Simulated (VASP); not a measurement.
Output of a VASP run:

File OUTCAR:
```
 ion  position               nearest neighbor table
   1  0.333  0.667  0.330-   6 2.70   6 2.70   6 2.70   4 2.85
   2  0.667  0.333  0.670-   5 2.70   5 2.70   5 2.70   3 2.85
   3  0.667  0.333  0.830-   8 2.70   8 2.70   8 2.70   2 2.85
   4  0.333  0.667  0.170-   7 2.70   7 2.70   7 2.70   1 2.85
   5  0.333  0.667  0.597-   2 2.70   2 2.70   2 2.70
   6  0.667  0.333  0.403-   1 2.70   1 2.70   1 2.70
   7  0.667  0.333  0.097-   4 2.70   4 2.70   4 2.70
   8  0.333  0.667  0.903-   3 2.70   3 2.70   3 2.70
  LATTYP: Found a hexagonal cell.
 ALAT       =     4.1160980000
 C/A-ratio  =     4.3121235209
 Subroutine PRICEL returns:
 Original cell was already a primitive cell.
 Subroutine GETGRP returns: Found 24 space group operations
The static configuration has the point symmetry D_3d.
 The point group associated with its full space group is D_6h.
The dynamic configuration has the point symmetry D_3d.
 Subroutine INISYM returns: Found 24 space group operations
 Subroutine IBZKPT returns following result:
 Found      5 irreducible k-points:

 Following reciprocal coordinates:
            Coordinates               Weight
  0.000000  0.000000  0.000000      1.000000
  0.200000 -0.000000  0.000000      6.000000
  0.400000 -0.000000  0.000000      6.000000
  0.200000  0.200000  0.000000      6.000000
  0.400000  0.200000  0.000000      6.000000
   k-points           NKPTS =      5   k-points in BZ     NKDIM =      5   number of bands    NBANDS=     45
   number of dos      NEDOS =    301   number of ions     NIONS =      8
   total plane-waves  NPLWV =  57600
   dimension x,y,z NGX =    24 NGY =   24 NGZ =  100
   dimension x,y,z NGXF=    48 NGYF=   48 NGZF=  200
   ions per type =               4   4
   PREC   = accura    normal or accurate (medium, high low for compatibility)
   ISTART =      0    job   : 0-new  1-cont  2-samecut
   ICHARG =      2    charge: 1-file 2-atom 10-const
   ISPIN  =      1    spin polarized calculation?
   LNONCOLLINEAR =      F non collinear calculations
   LSORBIT =      F    spin-orbit coupling
   INIWAV =      1    electr: 0-lowe 1-rand  2-diag
   ENCUT  =  300.0 eV  22.05 Ry    4.70 a.u.   5.81  5.81 25.07*2*pi/ulx,y,z
   NELM   =    100;   NELMIN=  2; NELMDL= -5     # of ELM steps
   EDIFF  = 0.1E-05   stopping-criterion for ELM
   LREAL  =      F    real-space projection
   NLSPLINE    = F    spline interpolate recip. space projectors
   LMAXMIX     =    4 max onsite mixed and CHGCAR
   VOSKOWN=      0    Vosko Wilk Nusair interpolation
   EDIFFG = -.1E-01   stopping-criterion for IOM
   NSW    =     50    number of steps for IOM
   NBLOCK =      1;   KBLOCK =     50    inner block; outer block
   IBRION =      2    ionic relax: 0-MD 1-quasi-New 2-CG
   NFREE  =      1    steps in history (QN), initial steepest desc. (CG)
   ISIF   =      3    stress and relaxation
   ISYM   =      2    0-nonsym 1-usesym 2-fastsym
   TEIN   =    0.0    initial temperature
   TEBEG  =    0.0;   TEEND  =   0.0 temperature during run
   SMASS  =  -3.00    Nose mass-parameter (am)
   PSTRESS=    0.0 pullay stress
   NELECT =      76.0000    total number of electrons
   EFERMI =   0.00;   METHOD = LEGACY
   ISMEAR =    -1;   SIGMA  =   0.05  broadening in eV -4-tet -1-fermi 0-gaus
   IALGO  =     38    algorithm
   LDIAG  =      T    sub-space diagonalisation (order eigenvalues)
   IMIX   =      4    mixing-type and parameters
     AMIX     =   0.40;   BMIX     =  1.00
     AMIX_MAG =   1.60;   BMIX_MAG =  1.00
     AMIN     =   0.10
   GGA     = PE    functional components
   VOSKOWN =     0    Vosko Wilk Nusair interpolation
   LHFCALC =     F    Hartree Fock is set to
   LHFONE  =     F    Hartree Fock one center treatment
   AEXX    =    0.0000 exact exchange contribution
   IVDW    =     0    specifies the selected vdW correction
   LEPSILON=     F    determine dielectric tensor
   LRPA    =     F    only Hartree local field effects (RPA)
  energy-cutoff  :      300.00
  volume of cell :      260.42
      direct lattice vectors                 reciprocal lattice vectors
...
```

OSZICAR:
```
...
DAV:   7    -0.283919772465E+02   -0.12426E-05   -0.96141E-06   562   0.311E-02    0.687E-03
DAV:   8    -0.283919777002E+02   -0.45370E-06   -0.17749E-06   323   0.109E-02
  18 F= -.28391978E+02 E0= -.28391926E+02  d E =-.225116E-02
       N       E                     dE             d eps       ncg     rms          rms(c)
DAV:   1    -0.284421293568E+02   -0.50152E-01   -0.96671E+00   595   0.192E+01    0.174E+00
DAV:   2    -0.284102378775E+02    0.31891E-01   -0.45208E-01   512   0.554E+00    0.740E-01
DAV:   3    -0.283957421492E+02    0.14496E-01   -0.36306E-02   544   0.185E+00    0.355E-01
DAV:   4    -0.283928025713E+02    0.29396E-02   -0.92014E-03   608   0.665E-01    0.150E-01
DAV:   5    -0.283927803732E+02    0.22198E-04   -0.16491E-03   514   0.277E-01    0.758E-02
DAV:   6    -0.283927704571E+02    0.99162E-05   -0.15270E-04   658   0.983E-02    0.540E-02
DAV:   7    -0.283927775752E+02   -0.71181E-05   -0.35579E-05   541   0.510E-02    0.123E-02
DAV:   8    -0.283927779965E+02   -0.42131E-06   -0.68175E-06   434   0.190E-02
  19 F= -.28392778E+02 E0= -.28392742E+02  d E =-.305145E-02
       N       E                     dE             d eps       ncg     rms          rms(c)
DAV:   1    -0.283930030739E+02   -0.22550E-03   -0.42729E-02   600   0.124E+00    0.117E-01
DAV:   2    -0.283928580584E+02    0.14502E-03   -0.20822E-03   546   0.374E-01    0.496E-02
DAV:   3    -0.283927912857E+02    0.66773E-04   -0.16189E-04   554   0.125E-01    0.239E-02
DAV:   4    -0.283927758571E+02    0.15429E-04   -0.43333E-05   610   0.436E-02    0.105E-02
DAV:   5    -0.283927746128E+02    0.12443E-05   -0.75836E-06   506   0.197E-02    0.551E-03
DAV:   6    -0.283927740948E+02    0.51803E-06   -0.61221E-07   270   0.788E-03
  20 F= -.28392774E+02 E0= -.28392739E+02  d E =-.304755E-02
       N       E                     dE             d eps       ncg     rms          rms(c)
DAV:   1    -0.283940687193E+02   -0.12941E-02   -0.89211E-02   664   0.240E+00    0.229E-01
DAV:   2    -0.283930845992E+02    0.98412E-03   -0.43627E-03   610   0.697E-01    0.822E-02
DAV:   3    -0.283928960105E+02    0.18859E-03   -0.64662E-04   560   0.287E-01    0.359E-02
DAV:   4    -0.283928972974E+02   -0.12869E-05   -0.59214E-05   517   0.439E-02    0.181E-02
DAV:   5    -0.283928993948E+02   -0.20974E-05   -0.78744E-06   509   0.253E-02    0.669E-03
DAV:   6    -0.283929008477E+02   -0.14529E-05   -0.16817E-06   289   0.104E-02    0.204E-03
DAV:   7    -0.283929007377E+02    0.11008E-06   -0.53475E-07   255   0.755E-03
  21 F= -.28392901E+02 E0= -.28392866E+02  d E =-.126643E-03
       N       E                     dE             d eps       ncg     rms          rms(c)
DAV:   1    -0.284010191609E+02   -0.81183E-02   -0.60795E-01   659   0.624E+00    0.601E-01
DAV:   2    -0.283943079778E+02    0.67112E-02   -0.30080E-02   610   0.184E+00    0.214E-01
DAV:   3    -0.283930111149E+02    0.12969E-02   -0.43687E-03   560   0.745E-01    0.967E-02
DAV:   4    -0.283929885657E+02    0.22549E-04   -0.40955E-04   523   0.115E-01    0.489E-02
DAV:   5    -0.283929830379E+02    0.55278E-05   -0.56436E-05   608   0.657E-02    0.220E-02
DAV:   6    -0.283929882649E+02   -0.52270E-05   -0.13602E-05   561   0.267E-02    0.715E-03
DAV:   7    -0.283929868432E+02    0.14217E-05   -0.20689E-06   342   0.130E-02    0.252E-03
DAV:   8    -0.283929870867E+02   -0.24351E-06   -0.44257E-07   240   0.685E-03
  22 F= -.28392987E+02 E0= -.28392951E+02  d E =-.212992E-03
```

### OUTCAR
```
------------------------ aborting loop because EDIFF is reached ----------------------------------------
  FORCE on cell =-STRESS in cart. coord.  units (eV):
  Direction    XX          YY          ZZ          XY          YZ          ZX
  --------------------------------------------------------------------------------------
  Total        0.0673132      0.0673132      0.0215347     -0.0000000      0.0000000      0.0000000
  in kB        0.4083180      0.4083179      0.1306281     -0.0000000      0.0000000      0.0000000
  external PRESSURE =       0.3157547 kB  Pullay stress =       0.0000000 kB
  volume of cell :      264.13
      direct lattice vectors                 reciprocal lattice vectors
     4.081299889  0.000000000  0.000000000     0.245019976  0.141462366 -0.000000000
    -2.040649945  3.534508963  0.000000000    -0.000000000  0.282924732  0.000000000
     0.000000000 -0.000000000 18.309852763    -0.000000000 -0.000000000  0.054615404
 POSITION                                       TOTAL-FORCE (eV/Angst)
 -----------------------------------------------------------------------------------
     -0.00000      2.35634      5.98855        -0.000000     -0.000000     -0.009560
      2.04065      1.17817     12.32131         0.000000      0.000000      0.009560
      2.04065      1.17817     15.14347         0.000000     -0.000000     -0.009560
     -0.00000      2.35634      3.16638         0.000000      0.000000      0.009560
     -0.00000      2.35634     11.04587         0.000000     -0.000000     -0.008203
      2.04065      1.17817      7.26399         0.000000      0.000000      0.008203
      2.04065      1.17817      1.89094        -0.000000      0.000000     -0.008203
     -0.00000      2.35634     16.41891        -0.000000     -0.000000      0.008203
 -----------------------------------------------------------------------------------
    total drift:                               -0.000804      0.000187      0.000013
  FREE ENERGIE OF THE ION-ELECTRON SYSTEM (eV)
  ---------------------------------------------------
  free  energy   TOTEN  =       -28.3929870867 eV

  energy  without entropy=      -28.3929150232  energy(sigma->0) =      -28.39295105

 reached required accuracy - stopping structural energy minimisation
```
(Selected blocks of OUTCAR.)

POSCAR:
```
InSe
1
    4.1160980000     0.0000000000     0.0000000000
   -2.0580490000     3.5646450000     0.0000000000
    0.0000000000     0.0000000000    17.7491230000
In Se
4 4
Direct
  0.3333330000   0.6666670000   0.3303000000
  0.6666670000   0.3333330000   0.6697000000
  0.6666670000   0.3333330000   0.8303000000
  0.3333330000   0.6666670000   0.1697000000
  0.3333330000   0.6666670000   0.5973200000
  0.6666670000   0.3333330000   0.4026800000
  0.6666670000   0.3333330000   0.0973200000
  0.3333330000   0.6666670000   0.9026800000
```

Reconstruct the remaining input files.

One answer among several that fit: the input of the run itself, PBE GGA, plane waves, VASP's PBE PAW potentials (set 64).

### KPOINTS
```
Automatic mesh
0
Gamma
5 5 1
0 0 0
```

### INCAR
```
SYSTEM = InSe
PREC = Accurate
ENCUT = 300
EDIFF = 1E-6
NELM = 100
ALGO = Normal
LREAL = .FALSE.
LASPH = .TRUE.
ISMEAR = -1
SIGMA = 0.05
GGA = PE
LMAXMIX = 4
LWAVE = .FALSE.
LCHARG = .FALSE.
ISIF = 3
IBRION = 2
NSW = 50
EDIFFG = -0.01
```

POTCAR, in this order: In_d Se (PBE.64 set). Program: vasp_std.

At this cut-off the stress carries a Pulay error, which pulls relaxed volumes low.

The structure comes from a computed database's InSe entry (P6_3/mmc), a phase known from measurement. This run relaxes it. Symmetry was kept, so distortions that lower it aren't found. The run is one of a series of settings (EDIFFG = -0.01, IBRION = 2, ISIF = 3, NSW = 50 against the base run), some of them coarse on purpose.
